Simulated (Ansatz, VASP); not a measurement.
# HfMoC2: VASP beside Ansatz

File INCAR:

```
SYSTEM = HfMoC2
PREC = Accurate
ENCUT = 520
EDIFF = 1E-7
ISMEAR = -1
SIGMA = 0.05
LREAL = .FALSE.
LASPH = .TRUE.
NELM = 60
ALGO = Normal
ISIF = 2
LWAVE = .FALSE.
LCHARG = .FALSE.
GGA = PE
NBANDS = 24
```

Contents of KPOINTS:

```
regular mesh
0
G
  8 8 6
  0 0 0
```

The input POSCAR:

```
HfMoC2
1.0
    3.1482903748      0.0000000000      0.0000000000
    0.0000000000      3.1482903748      0.0000000000
    0.0000000000      0.0000000000      4.4245462449
Hf Mo C
1 1 2
Direct
    0.0000000000      0.0000000000      0.0000000000
    0.5000000000      0.5000000000      0.5000000000
    0.5000000000      0.5000000000      0.0000000000
    0.0000000000      0.0000000000      0.5000000000
```

File input.yaml:

```yaml
crystal:
  lattice:
    - [3.1482903748, 0.0, 0.0]
    - [0.0, 3.1482903748, 0.0]
    - [0.0, 0.0, 4.4245462449]
  atoms:
    - { symbol: Hf, position: [0.0, 0.0, 0.0] }
    - { symbol: Mo, position: [0.5, 0.5, 0.5] }
    - { symbol: C, position: [0.5, 0.5, 0.0] }
    - { symbol: C, position: [0.0, 0.0, 0.5] }
hamiltonian:
  xc: pbe
  pseudopotentials: { kind: paw }
kpoints:
  mp_grid: { grid: [8, 8, 6] }
scf:
  occupations: { method: fermi_dirac, width: 0.05 }
output:
  forces: true
  stress: true
  eigenvalues: true
```

Change from the starting cell: volume scaled by 0.96.

Alike in both runs: task single point; functional PBE; k mesh 8 × 8 × 6; occupations fermi-dirac, width 0.05 eV; no spin polarisation.

```csv
,VASP,Ansatz
version,VASP 6.6.1,Ansatz 0.2.0
potentials or method,"VASP PAW PBE potentials, release 64 (Hf_pv, Mo_sv, C)",Ansatz PAW
plane-wave cutoff (eV),520,420
valence electrons in the cell,32,48
```

VASP gave:

* gap on the k mesh at the Fermi level (eV): none
* pressure (GPa): 10.9
* largest component of the traceless stress (GPa): 2.99

Question: Estimate Ansatz's values.

Answer: gap on the k mesh at the Fermi level (eV): none; pressure (GPa): 10.8; largest component of the traceless stress (GPa): 3.01.

A gap of «none» marks a metal or a gap that the smearing closes. The two sets of potentials don't hold the same shells in valence.

Caveats: the pressure holds a Pulay correction of +0.3 GPa for the finite cutoff (Ansatz). Spin-orbit coupling is left out, which matters for the levels of Hf.
